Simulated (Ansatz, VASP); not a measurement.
One calculation of KPt2C6N6, two programs

The input INCAR:

```
SYSTEM = KPt2C6N6
PREC     = Accurate       ! precision mode
ENCUT    = 520            ! plane-wave cutoff, eV
EDIFF    = 1E-7           ! SCF threshold, eV
ISMEAR   = 0              ! smearing method
SIGMA    = 0.1            ! smearing width, eV
LREAL    = Auto         
LASPH    = .TRUE.         ! aspherical terms in the spheres
NELM     = 100            ! most SCF steps
ALGO     = Normal         ! electronic algorithm
ISIF     = 2              ! what is computed and relaxed
LWAVE    = .FALSE.        ! write WAVECAR
LCHARG   = .TRUE.         ! write CHGCAR
GGA      = PE             ! functional
LELF     = .TRUE.         ! ELF
LVHAR    = .TRUE.       
NBANDS   = 54             ! bands
```

Contents of KPOINTS:

```
regular mesh
0
G
  4 4 4
  0 0 0
```

POSCAR

```
KPt2C6N6
1.0
    0.0000000000      5.0945000000      5.0945000000
    5.0945000000      0.0000000000      5.0945000000
    5.0945000000      5.0945000000      0.0000000000
K Pt C N
1 2 6 6
Direct
    0.7500000000      0.7500000000      0.7500000000
    0.0000000000      0.0000000000      0.0000000000
    0.5000000000      0.5000000000      0.5000000000
    0.8118559200      0.1881440800      0.1881440800
    0.1881440800      0.1881440800      0.8118559200
    0.8118559200      0.1881440800      0.8118559200
    0.1881440800      0.8118559200      0.8118559200
    0.8118559200      0.8118559200      0.1881440800
    0.1881440800      0.8118559200      0.1881440800
    0.6970262000      0.3029738000      0.3029738000
    0.3029738000      0.3029738000      0.6970262000
    0.6970262000      0.3029738000      0.6970262000
    0.3029738000      0.6970262000      0.6970262000
    0.6970262000      0.6970262000      0.3029738000
    0.3029738000      0.6970262000      0.3029738000
```

Input for Ansatz:

```yaml
crystal:
  lattice:
    - [0.0, 5.0945, 5.0945]
    - [5.0945, 0.0, 5.0945]
    - [5.0945, 5.0945, 0.0]
  atoms:
    - { symbol: K, position: [0.75, 0.75, 0.75] }
    - { symbol: Pt, position: [0.0, 0.0, 0.0] }
    - { symbol: Pt, position: [0.5, 0.5, 0.5] }
    - { symbol: C, position: [0.81185592, 0.18814408, 0.18814408] }
    - { symbol: C, position: [0.18814408, 0.18814408, 0.81185592] }
    - { symbol: C, position: [0.81185592, 0.18814408, 0.81185592] }
    - { symbol: C, position: [0.18814408, 0.81185592, 0.81185592] }
    - { symbol: C, position: [0.81185592, 0.81185592, 0.18814408] }
    - { symbol: C, position: [0.18814408, 0.81185592, 0.18814408] }
    - { symbol: "N", position: [0.6970262, 0.3029738, 0.3029738] }
    - { symbol: "N", position: [0.3029738, 0.3029738, 0.6970262] }
    - { symbol: "N", position: [0.6970262, 0.3029738, 0.6970262] }
    - { symbol: "N", position: [0.3029738, 0.6970262, 0.6970262] }
    - { symbol: "N", position: [0.6970262, 0.6970262, 0.3029738] }
    - { symbol: "N", position: [0.3029738, 0.6970262, 0.3029738] }
basis:
  ecutwfc: 420
kpoints:
  mp_grid: { grid: [4, 4, 4] }
hamiltonian:
  xc: pbe
scf:
  occupations: { method: gaussian, width: 0.1 }
  lower_state_search: "off"
output:
  forces: true
  stress: true
  eigenvalues: true
```

Alike in both runs: task single point; functional PBE; k mesh 4 × 4 × 4; occupations gaussian, width 0.1 eV; no spin polarisation.

```csv
,VASP,Ansatz
version,VASP 6.6.1,Ansatz 0.2.0
potentials or method,"VASP PAW PBE potentials, release 64 (K_sv, Pt, C, N)","scalar-relativistic, plane waves, PAW"
plane-wave cutoff (eV),520,420
valence electrons in the cell,83,99
```

```csv
,VASP,Ansatz,Ansatz less VASP
gap on the k mesh at the Fermi level (eV),none,none,-
pressure (GPa),19.0,18.6,-0.34
rms of the force components (eV/Å),1.033,1.225,+0.1917
```

Atom by atom the forces differ by 0.193 eV/Å (rms over components). A gap of «none» marks a metal or a gap that the smearing closes. The two sets of potentials don't hold the same shells in valence.

Caveats: the standard files for N, O and F lose accuracy on very short bonds; so large a pressure means that the cell lies far from this level's equilibrium, or that cutoff or potentials fall short (VASP); forces of over 1 eV/Å show positions far from the minimum, so gaps and moduli don't describe the material at rest. Spin-orbit coupling is left out, which matters for the levels of Pt.
